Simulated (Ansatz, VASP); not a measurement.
**MgP4H64C26S2O28F6 (Mg2+ triflate in trimethyl phosphate and diglyme at 300 K): VASP beside Ansatz**

Aim: how closely do two programs agree when they are given the same cell, functional and k mesh? The cell is taken from a series of runs on this material, whose earlier steps may have relaxed, scaled, displaced or heated it; both programs get it as it stands.

Calculated with Ansatz 0.2.0; plane waves, with VASP 6.6.1 beside it; single point at LDA.

### Step 1. The structure

The cell holds 131 atoms: 26 C, 28 O, 64 H, 4 P, 2 S, 6 F and 1 Mg. Cell: a = 11.481 Å, b = 11.481 Å, c = 11.481 Å, α = 90.0°, β = 90.0°, γ = 90.0°. As first built, before any earlier steps moved the atoms (in the runner's words): 4 trimethyl phosphate, 2 diglyme, 1 Mg2+, 2 triflate placed at random, at 1.26 g/cm^3; overlaps pushed apart, then 10 ps at 550 K with divalent ions of Li, Roberts, Chakravorty and Merz (J. Chem. Theory Comput. 9, 2733 (2013)); MMFF94 bonds, angles, torsions, charges and radii (Halgren, J. Comput. Chem. 17, 490 (1996)) in harmonic and 12-6 forms; charges of ions scaled by 0.8. Snapshot after 30 ps at 300 K and fixed volume.

### Step 2. VASP: single point, LDA

With cell and atoms fixed, the geometry can't cause a difference; cores, projectors, grids and the points listed under the comparison can.

Lines of VASP's logs that name or quote its potential files are left out, and so is its time.

The input, INCAR:

```
SYSTEM = MgP4H64C26S2O28F6
PREC = Accurate
ENCUT = 600
EDIFF = 1E-06
NELM = 120
ISMEAR = 0
SIGMA = 0.01
LREAL = Auto
ALGO = Normal
GGA = PW92
NBANDS = 297
LORBIT = 11
LWAVE = .FALSE.
LCHARG = .FALSE.
ISIF = 2
LASPH = .TRUE.
GGA_COMPAT = .FALSE.
EFERMI = MIDGAP
```

The input, POSCAR:

```
MgP4H64C26S2O28F6
1.0
   11.4811100000      0.0000000000      0.0000000000
    0.0000000000     11.4811100000      0.0000000000
    0.0000000000      0.0000000000     11.4811100000
C O H P S F Mg
26 28 64 4 2 6 1
Direct
    0.2669700000      0.8934400000      0.4047800000
    0.2749400000      0.7207500000      0.2887900000
    0.2891400000      0.7874500000      0.1753400000
    0.3154800000      0.7931500000      0.9829800000
    0.3924800000      0.7415000000      0.8877800000
    0.5789400000      0.8217300000      0.8930000000
    0.1849400000      0.7766800000      0.6517700000
    0.9938300000      0.8584000000      0.6480900000
    0.0471200000      0.9663200000      0.6984400000
    0.1211600000      0.0658700000      0.8618500000
    0.0121400000      0.1034700000      0.9329800000
    0.8354400000      0.1890700000      0.9119600000
    0.9202400000      0.3699000000      0.2519000000
    0.0306600000      0.5196500000      0.9417100000
    0.7925300000      0.6789700000      0.0678800000
    0.3621000000      0.4680100000      0.5177600000
    0.1476400000      0.2426600000      0.5712700000
    0.9569000000      0.4260200000      0.6690400000
    0.4395000000      0.4679800000      0.0123500000
    0.5734000000      0.4299900000      0.2761000000
    0.2231800000      0.2366400000      0.2057500000
    0.6867900000      0.0486200000      0.6164300000
    0.4223400000      0.2300300000      0.8041700000
    0.4432300000      0.1304100000      0.4395300000
    0.7070600000      0.6993600000      0.5764100000
    0.8153800000      0.9959000000      0.2793000000
    0.2140700000      0.7852600000      0.3659500000
    0.3172400000      0.7119400000      0.0801100000
    0.5093500000      0.7282300000      0.9321500000
    0.0783500000      0.7819400000      0.5858000000
[... 95 atom lines left out ...]
    0.6140600000      0.6301500000      0.6145800000
    0.6609700000      0.7976100000      0.5353600000
    0.7888800000      0.1029000000      0.2385600000
    0.7314200000      0.9626600000      0.3558500000
    0.8110500000      0.9266200000      0.1849000000
    0.0526600000      0.7157500000      0.4147500000
```

The input, KPOINTS:

```
Automatic mesh
0
Gamma
1 1 1
0 0 0
```

The projector-augmented-wave data sets are C, O, H, P, S, F and Mg (LDA family, release 64).

Run with:

```
> export OMP_NUM_THREADS=3
> mpirun -np 1 vasp_gam
```

Numbers of over 12 decimals in the logs are rounded to 6 here.

Output:

```text
[banner, memory and clock lines left out]
running    1 mpi-ranks, on    1 nodes
[...]
Offloading initialized ...    1 GPUs detected
[...]
|                                                                             |
|               ----> ADVICE to this user running VASP <----                  |
|                                                                             |
|     You enforced a specific xc type in the INCAR file but a different       |
|     [... a line on the potential file left out ...]
|     I HOPE YOU KNOW WHAT YOU ARE DOING!                                     |
|                                                                             |

 LDA part: xc-table for (Slater(with rela. corr.)+PW92), standard interpolation
 POSCAR, INCAR and KPOINTS ok, starting setup
[...]
entering main loop
       N       E                     dE             d eps       ncg     rms          rms(c)
DAV:   1     0.353674071897E+04    0.35367E+04   -0.23918E+05   602   0.145E+03
DAV:   2    -0.449190358132E+03   -0.39859E+04   -0.37858E+04   747   0.325E+02
DAV:   3    -0.841733884265E+03   -0.39254E+03   -0.38923E+03   716   0.107E+02
DAV:   4    -0.851052085063E+03   -0.93182E+01   -0.92726E+01   764   0.178E+01
[...]
DAV:  18    -0.774103998068E+03   -0.15257E-05   -0.80788E-06   732   0.940E-03    0.495E-03
DAV:  19    -0.774103999299E+03   -0.12320E-05   -0.30913E-06   604   0.761E-03    0.341E-03
DAV:  20    -0.774104000154E+03   -0.85463E-06   -0.40556E-06   700   0.514E-03
   1 F= -.77410400E+03 E0= -.77410400E+03  d E =0.000000E+00
```

From OUTCAR (step 2):

```text
  FREE ENERGIE OF THE ION-ELECTRON SYSTEM (eV)
  ---------------------------------------------------
  free  energy   TOTEN  =      -774.1040001541 eV

  energy  without entropy=     -774.1040001541  energy(sigma->0) =     -774.10400015
```

The run ends at a pressure of -1.65 GPa, with forces up to 4.4 eV/Å.

### Step 3. Ansatz: single point, LDA

Ansatz runs on its default PAW (the set named soft_2) files.

The same cell, functional (in two slightly different forms) and mesh now go to Ansatz, which takes its cutoff from its data sets.

The input, input.yaml:

```yaml
crystal:
  lattice:
    - [11.48111, 0.0, 0.0]
    - [0.0, 11.48111, 0.0]
    - [0.0, 0.0, 11.48111]
  atoms:
    - { symbol: C, position: [0.26697, 0.89344, 0.40478] }
    - { symbol: O, position: [0.21407, 0.78526, 0.36595] }
    - { symbol: C, position: [0.27494, 0.72075, 0.28879] }
    - { symbol: C, position: [0.28914, 0.78745, 0.17534] }
    - { symbol: O, position: [0.31724, 0.71194, 0.08011] }
    - { symbol: C, position: [0.31548, 0.79315, 0.98298] }
    - { symbol: C, position: [0.39248, 0.7415, 0.88778] }
    - { symbol: O, position: [0.50935, 0.72823, 0.93215] }
    - { symbol: C, position: [0.57894, 0.82173, 0.893] }
    - { symbol: H, position: [0.21675, 0.93568, 0.46953] }
    - { symbol: H, position: [0.26861, 0.94932, 0.32857] }
    - { symbol: H, position: [0.34679, 0.87086, 0.4408] }
    - { symbol: H, position: [0.35822, 0.69336, 0.32564] }
    - { symbol: H, position: [0.22627, 0.64268, 0.26604] }
    - { symbol: H, position: [0.20328, 0.82707, 0.15862] }
    - { symbol: H, position: [0.35036, 0.85458, 0.18869] }
    - { symbol: H, position: [0.34127, 0.88134, 0.00591] }
    - { symbol: H, position: [0.22184, 0.79413, 0.95689] }
    - { symbol: H, position: [0.36137, 0.6496, 0.88608] }
    - { symbol: H, position: [0.38764, 0.78385, 0.80434] }
    - { symbol: H, position: [0.53171, 0.90155, 0.88592] }
    - { symbol: H, position: [0.60971, 0.80972, 0.80126] }
    - { symbol: H, position: [0.65105, 0.83588, 0.95368] }
    - { symbol: C, position: [0.18494, 0.77668, 0.65177] }
    - { symbol: O, position: [0.07835, 0.78194, 0.5858] }
    - { symbol: C, position: [0.99383, 0.8584, 0.64809] }
    - { symbol: C, position: [0.04712, 0.96632, 0.69844] }
    - { symbol: O, position: [0.09449, 0.95088, 0.81174] }
    - { symbol: C, position: [0.12116, 0.06587, 0.86185] }
    - { symbol: C, position: [0.01214, 0.10347, 0.93298] }
[... 95 atom lines left out ...]
    - { symbol: O, position: [0.04591, 0.0347, 0.27809] }
    - { symbol: C, position: [0.81538, 0.9959, 0.2793] }
    - { symbol: F, position: [0.78888, 0.1029, 0.23856] }
    - { symbol: F, position: [0.73142, 0.96266, 0.35585] }
    - { symbol: F, position: [0.81105, 0.92662, 0.1849] }
    - { symbol: Mg, position: [0.05266, 0.71575, 0.41475] }
kpoints:
  mp_grid: { grid: [1, 1, 1] }
hamiltonian:
  xc: lda
scf:
  occupations: { method: fixed }
output:
  forces: true
  stress: true
  populations: true
  dos:
    method: { smearing: { sigma: 0.08 } }
    de: 0.1
    projected: { site_lists: { C: [C], F: [F], H: [H], Mg: [Mg], O: [O] } }
  eigenvalues: true
```

Run with:

```
> ansatz run input.yaml --threads 4 --pin off --max-ram 8192MiB --backend cpu --events-out ev --progress --plain --runs-dir out
```

Output:

```text
Engine: ansatz 0.2.0, aarch64-unknown-linux-gnu
Pseudopotentials: kind: paw
Pseudopotential: C, paw, valence charge 4, recommended cutoff 420 eV (normal), C.paw.azcp
Pseudopotential: O, paw, valence charge 6, recommended cutoff 420 eV (normal), O.paw.azcp
Pseudopotential: H, paw, valence charge 1, recommended cutoff 420 eV (normal), H.paw.azcp
Pseudopotential: P, paw, valence charge 5, recommended cutoff 420 eV (normal), P.paw.azcp
Pseudopotential: S, paw, valence charge 6, recommended cutoff 420 eV (normal), S.paw.azcp
Pseudopotential: F, paw, valence charge 7, recommended cutoff 420 eV (normal), F.paw.azcp
Pseudopotential: Mg, paw, valence charge 10, recommended cutoff 420 eV (normal), Mg.paw.azcp
Functional definition: SPW92
  exchange = slater_x
  correlation = pw_c
Crystal: 131 atoms, lattice volume = 1513.393 Å³
Basis set: ecut = 420 eV, 29423 PW (Γ)
Bands: 341, of which v1, the nominal top of the filled ones, is band 210 counted from 1 (209 counted from 0)
Symmetry: 1 space group operations
Space group: P1 (ITA 1), of the structure as read, at distance tolerance 1.1e-4 Å
k-points: 1
Non-local potential: C, projectors of the file, l = 0: 2, l = 1: 2, l = 2: 1
Non-local potential: O, projectors of the file, l = 0: 2, l = 1: 2, l = 2: 1
Non-local potential: H, projectors of the file, l = 0: 2, l = 1: 1
Non-local potential: P, projectors of the file, l = 0: 2, l = 1: 2, l = 2: 2
Non-local potential: S, projectors of the file, l = 0: 2, l = 1: 2, l = 2: 2
Non-local potential: F, projectors of the file, l = 0: 2, l = 1: 2, l = 2: 1
Non-local potential: Mg, projectors of the file, l = 0: 3, l = 1: 2, l = 2: 1
PAW form: soft (Blöchl's): semilocal exchange-correlation on the pseudo side does not see the compensation charge
PAW frozen core: C, regenerated for the run's functional, and the local potential with it (the file was generated under x = pbe(κ = 0.804, μ = 0.219515), c = pbe(β = 0.066725))
PAW frozen core: O, regenerated for the run's functional, and the local potential with it (the file was generated under x = pbe(κ = 0.804, μ = 0.219515), c = pbe(β = 0.066725))
PAW frozen core: P, regenerated for the run's functional, and the local potential with it (the file was generated under x = pbe(κ = 0.804, μ = 0.219515), c = pbe(β = 0.066725))
PAW frozen core: S, regenerated for the run's functional, and the local potential with it (the file was generated under x = pbe(κ = 0.804, μ = 0.219515), c = pbe(β = 0.066725))
PAW frozen core: F, regenerated for the run's functional, and the local potential with it (the file was generated under x = pbe(κ = 0.804, μ = 0.219515), c = pbe(β = 0.066725))
PAW frozen core: Mg, regenerated for the run's functional, and the local potential with it (the file was generated under x = pbe(κ = 0.804, μ = 0.219515), c = pbe(β = 0.066725))
PAW one-centre angular grid: C, 110 points (default); XC on 64 Gauss nodes
PAW one-centre angular grid: O, 110 points (default); XC on 64 Gauss nodes
PAW one-centre angular grid: H, 110 points (default); XC on 64 Gauss nodes
PAW one-centre angular grid: P, 110 points (default); XC on 64 Gauss nodes
PAW one-centre angular grid: S, 110 points (default); XC on 64 Gauss nodes
PAW one-centre angular grid: F, 110 points (default); XC on 64 Gauss nodes
PAW one-centre angular grid: Mg, 110 points (default); XC on 64 Gauss nodes
Initial density: superposition of atomic densities (neutral atoms: chi_scale 0, normalization atom), corrected by the library's trained network
Initial wavefunctions: pseudopotential atomic-orbital guess
Functional: x = slater, c = lda
SCF iter   1: F=—  HF=-34162.367484 eV  |F-HF|=—  |Δ(HF+E_count)|=         —  Δρ=1.06e-2  dr2=1.26e0  ethr=1.77e-3  ⟨swp⟩=5.0  Hψ=1334  notcnv=0  defer=127
preconditioner: auto → Resta (q_TF=auto, 2.203 Å⁻¹)  ε∞=2.4  [insulator: Δε(μ)=4.305 eV  Ē_g=15.894 eV  n_scr=256 (ndim 8)  ℏωp=19.1 eV  f_vac=0.296  ε∞_Penn≈2.4]
SCF iter   2: F=—  HF=-34161.992697 eV  |F-HF|=—  |Δ(HF+E_count)|=   3.75e-1  Δρ=4.09e-3  dr2=2.07e-1  ethr=3.00e-4  ⟨swp⟩=4.0  Hψ=604  notcnv=0  defer=129
SCF iter   3: F=—  HF=-34161.939131 eV  |F-HF|=—  |Δ(HF+E_count)|=   5.36e-2  Δρ=1.92e-3  dr2=5.38e-2  ethr=4.94e-5  ⟨swp⟩=3.0  Hψ=417  notcnv=0  defer=129
SCF iter   4: F=—  HF=-34161.928522 eV  |F-HF|=—  |Δ(HF+E_count)|=   1.06e-2  Δρ=5.50e-4  dr2=6.35e-3  ethr=1.28e-5  ⟨swp⟩=3.0  Hψ=471  notcnv=0  defer=129
SCF iter   5: F=—  HF=-34161.928727 eV  |F-HF|=—  |Δ(HF+E_count)|=   2.06e-4  Δρ=3.27e-4  dr2=1.82e-3  ethr=1.51e-6  ⟨swp⟩=2.0  Hψ=570  notcnv=0  defer=129
SCF iter   6: F=—  HF=-34161.928780 eV  |F-HF|=—  |Δ(HF+E_count)|=   5.20e-5  Δρ=1.32e-4  dr2=3.22e-4  ethr=4.33e-7  ⟨swp⟩=3.0  Hψ=425  notcnv=0  defer=129
[...]
atom  91  H      0.12137106     0.52501540    -0.58038650
  atom  92  H      0.00061242    -0.58912633     0.05130214
  atom  93  H      0.22149381     0.17407694     0.07125655
  atom  94  H      1.53242483    -0.37953166    -1.01223381
  atom  95  H     -0.11200044    -0.40488886    -0.20681918
  atom  96  H      0.68454168    -0.08056624     0.23606254
  atom  97  H     -0.05398380     0.04982726    -0.19720359
  atom  98  C      0.03469362    -1.01152983    -0.09222643
  atom  99  O     -1.98917983     0.25624750     0.54291055
  atom 100  P     -0.07981368     0.00234905    -0.03681443
  atom 101  O      0.28454483     1.74930187     1.14085036
  atom 102  O      0.88547139    -1.06420915    -2.16990507
  atom 103  C      0.30616445     0.22946593    -0.39378100
  atom 104  O     -0.75283389     0.17556297     3.22493161
  atom 105  C     -0.41636332     1.81543730    -0.25493992
  atom 106  H      0.14590473    -0.34284896    -0.72187826
  atom 107  H     -0.04703949     0.14453667     0.33115069
  atom 108  H      0.49334168     0.11631906    -0.02032331
  atom 109  H     -0.41233851    -0.28876293     0.23836949
  atom 110  H      0.03882364    -0.00403228     0.03417588
  atom 111  H      0.05565403     0.28584802     0.44840602
  atom 112  H      0.98358589     0.38703202    -0.81760552
  atom 113  H      0.03063018    -2.34076999    -1.04908085
  atom 114  H      0.39745516    -0.08468120    -0.35744065
[...]
atom 124  S      1.13224035    -0.40246887     0.36325316
  atom 125  O     -0.52612349    -0.16848678     0.00686302
  atom 126  O     -0.57849065    -0.51770368    -0.15513668
  atom 127  C     -1.05119638    -0.15001671    -0.36320080
  atom 128  F      0.44073823    -0.50661877     0.78188984
  atom 129  F      0.84021942     0.36284643    -0.97132225
  atom 130  F      0.18974581     0.08699848     0.82469098
  atom 131  Mg    -0.49534479     0.29355439     0.07999041
  max |Σ_I F_I| component: 3.17e-5 eV/Å
--- Stress (GPa, compression-positive) ---
       -1.207273      -0.262311       0.207622
       -0.262311      -1.782647       0.242611
        0.207622       0.242611      -1.646517
  P = ⅓ Tr σ = -1.5455 GPa (-15.455 kbar)
--- Band table (eV) ---
  k-point 0: bands = [... 206 lower, -1.1035, -0.7433, -0.5493, -0.4913, 3.6756, 3.9221, 4.1612, 4.2998, ... 127 higher]
--- Löwdin populations: 131 sites ---
  site symbol       q [e]
     0      C      4.2885
     1      O      6.3667
     2      C      4.0901
     3      C      4.1077
     4      O      6.3404
     5      C      4.0898
     6      C      4.0873
     7      O      6.3355
     8      C      4.2677
     9      H      0.7826
    10      H      0.7990
    11      H      0.7757
    12      H      0.8250
    13      H      0.7883
    14      H      0.8236
    15      H      0.8084
    16      H      0.8164
    17      H      0.8116
    18      H      0.8092
    19      H      0.8007
    20      H      0.8132
    21      H      0.8284
    22      H      0.7972
    23      C      4.2783
[...]
123      S      3.7271
   124      O      6.7637
   125      O      6.7610
   126      C      3.3525
   127      F      7.2133
   128      F      7.2107
   129      F      7.2117
   130     Mg      8.4009
  spilling = 0.014845 (of n_electrons = 420.000000)
```

Reading the cycles: dr2 is the Hartree energy of the density residual (eV), the measure of convergence; HF is the Harris–Foulkes estimate of the energy, which meets the free energy F at convergence.

### Step 4. Comparison

Known differences besides the potentials themselves: the two LDA forms differ slightly; fixed occupations in Ansatz, narrow Gaussian smearing in VASP; the data sets hold 420 valence electrons in Ansatz (on its default PAW (the set named soft_2) files) and 412 in VASP; the cutoff is 420 eV in Ansatz and 600 eV in VASP (PREC = Accurate, projectors in real space); VASP's log shows a relativistic correction to its local exchange, Ansatz's none. Total energies have different zeros and are not compared.

Both answers:

```
              quantity  Ansatz   VASP  difference
        pressure (GPa)   -1.55  -1.65       +0.11
gap on the k mesh (eV)   4.167  4.147      +0.020
```

Forces on 10 of the 131 atoms, those with the largest forces and the largest differences (eV/Å; atoms numbered as in POSCAR):

```
atom          Ansatz x, y, z            VASP x, y, z
 C11    2.423, 1.884, -2.933    2.526, 1.783, -2.849
 C25    -1.207, 0.042, 2.087   -0.934, -0.262, 1.841
 O27    -1.919, 1.231, 2.233    -2.078, 1.239, 2.332
 O34  -0.106, -1.392, -3.574  -0.102, -1.402, -3.582
 O38    1.313, -3.280, 1.209    1.314, -3.320, 1.252
 O41    0.251, -3.616, 1.954    0.288, -3.819, 2.073
 O48    -0.753, 0.176, 3.225    -0.755, 0.133, 3.463
 O51   -0.514, -1.226, 0.281   -0.426, -0.743, 0.174
 H96     2.384, 0.986, 1.955     2.387, 0.987, 1.956
F127    0.546, -0.871, 0.104   0.360, -0.462, -0.078
```

The forces differ by 98 meV/Å r.m.s., which is 10.0 % of the r.m.s. force of 0.981 eV/Å (both taken over all components). A gap on the mesh is an upper bound, since the band edges may lie between its points.

### Step 5. Results

```yaml
r_m_s_force_difference_single_point_lda: 10 % of the r.m.s. force
```

What this shows: The r.m.s. force difference is 10 % of the r.m.s. force (single point, LDA), beyond the 3 % picked in this series as the mark of a large difference. The data sets hold unlike numbers of valence electrons (420 in Ansatz and 412 in VASP), so part of the differences comes from the potentials. What causes the difference of the single point, LDA pair stays open here. Such differences can come from data sets, numerical settings and the points named under the comparisons, not from the functional's error against experiment.

[Lines on the potential files, build, host, timing and source positions are cut from VASP's logs without a mark.]

[Logs are printed without paths, hosts, clocks, repeated set-up lines and the standing remarks that a program may print on its own settings, such as how far it seeks lower states.]

[Hosts, paths, dates, database ids (printed as entryN), source tags and the programs' standing remarks are cut or masked in the printed files.]

[The MMFF94 radii named for the starting cell were scaled by 0.96; in molecules described by MMFF94, hydrogen bound to N, O or S took a small fixed 12-6 site in their place.]
